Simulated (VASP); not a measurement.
Output of a VASP run:

File OSZICAR:
```
       N       E                     dE             d eps       ncg     rms          rms(c)
DAV:   1     0.859493572407E+02    0.85949E+02   -0.94760E+03   918   0.196E+03
DAV:   2     0.161392581230E+01   -0.84335E+02   -0.81600E+02   990   0.333E+02
DAV:   3    -0.465230129909E+01   -0.62662E+01   -0.62310E+01  1125   0.772E+01
DAV:   4    -0.477552091142E+01   -0.12322E+00   -0.12313E+00  1156   0.115E+01
DAV:   5    -0.477787734396E+01   -0.23564E-02   -0.23563E-02  1126   0.129E+00    0.393E+00
DAV:   6    -0.455072196384E+01    0.22716E+00   -0.44755E-01  1350   0.120E+01    0.258E+00
DAV:   7    -0.452568764618E+01    0.25034E-01   -0.10397E-01  1153   0.235E+00    0.107E+00
DAV:   8    -0.452524325921E+01    0.44439E-03   -0.12123E-02  1055   0.162E+00    0.138E-01
DAV:   9    -0.452546832109E+01   -0.22506E-03   -0.12727E-03  1162   0.636E-01    0.746E-02
DAV:  10    -0.452550996164E+01   -0.41641E-04   -0.87021E-05  1247   0.982E-02    0.378E-02
DAV:  11    -0.452555525142E+01   -0.45290E-04   -0.56370E-05   930   0.743E-02    0.365E-03
DAV:  12    -0.452555520422E+01    0.47195E-07   -0.18497E-06  1220   0.201E-02    0.266E-03
DAV:  13    -0.452555552676E+01   -0.32254E-06   -0.62740E-07   968   0.735E-03    0.145E-03
DAV:  14    -0.452555548388E+01    0.42884E-07   -0.39394E-08   685   0.296E-03
   1 F= -.45255555E+01 E0= -.45255555E+01  d E =0.000000E+00
```

File OUTCAR:
```
------------------------ aborting loop because EDIFF is reached ----------------------------------------
  FORCE on cell =-STRESS in cart. coord.  units (eV):
  Direction    XX          YY          ZZ          XY          YZ          ZX
  --------------------------------------------------------------------------------------
  Total        0.0008666      0.0008666      0.0008666     -0.0000000      0.0000000     -0.0000000
  in kB        0.0339039      0.0339039      0.0339039     -0.0000000      0.0000000     -0.0000000
  external PRESSURE =       0.0339039 kB  Pullay stress =       0.0000000 kB
  volume of cell :       40.95
      direct lattice vectors                 reciprocal lattice vectors
     0.000000000  2.735783966  2.735783966    -0.182762969  0.182762969  0.182762969
     2.735783966  0.000000000  2.735783966     0.182762969 -0.182762969  0.182762969
     2.735783966  2.735783966  0.000000000     0.182762969  0.182762969 -0.182762969
  FREE ENERGIE OF THE ION-ELECTRON SYSTEM (eV)
  ---------------------------------------------------
  free  energy   TOTEN  =        -4.5255554839 eV

  energy  without entropy=       -4.5255554839  energy(sigma->0) =       -4.52555548

 total charge

# of ion       s       p       d       tot
------------------------------------------
    1        0.865   0.838  10.010  11.713
    2        1.020   1.512   0.000   2.532
--------------------------------------------------
tot          1.885   2.350  10.010  14.245
```
(Selected blocks of OUTCAR.)

POSCAR:
```
GaP
1
   -0.0000000000     2.7357839664     2.7357839664
    2.7357839664     0.0000000000     2.7357839664
    2.7357839664     2.7357839664     0.0000000000
Ga P
1 1
Direct
  0.0000000000   0.0000000000   0.0000000000
  0.2500000000   0.2500000000   0.2500000000
```

Task: Write an INCAR and KPOINTS that could have produced this output.

Result: Several could match; the one computed here: the input of the run itself, optB86b-vdW, plane waves, VASP's PBE PAW potentials (set 64).

File KPOINTS:
```
Automatic mesh
0
Gamma
9 9 9
0 0 0
```

### INCAR
```
AGGAC=0.0
ALGO=Normal
EDIFF=1E-7
ENCUT=520
GGA=MK
ISIF=2
ISMEAR=-5
LASPH=.True.
LCHARG=.True.
LMAXMIX=4
LORBIT=11
LREAL=.False.
LUSE_VDW=.True.
LWAVE=.False.
NEDOS=601
NELM=100
PARAM1=0.1234
PARAM2=1.0
PREC=Accurate
SYSTEM=GaP
```

POTCAR, in this order: Ga_d P (PBE.64 set). Program: vasp_std.

The compound is GaP in the zinc blende structure. It was relaxed first.
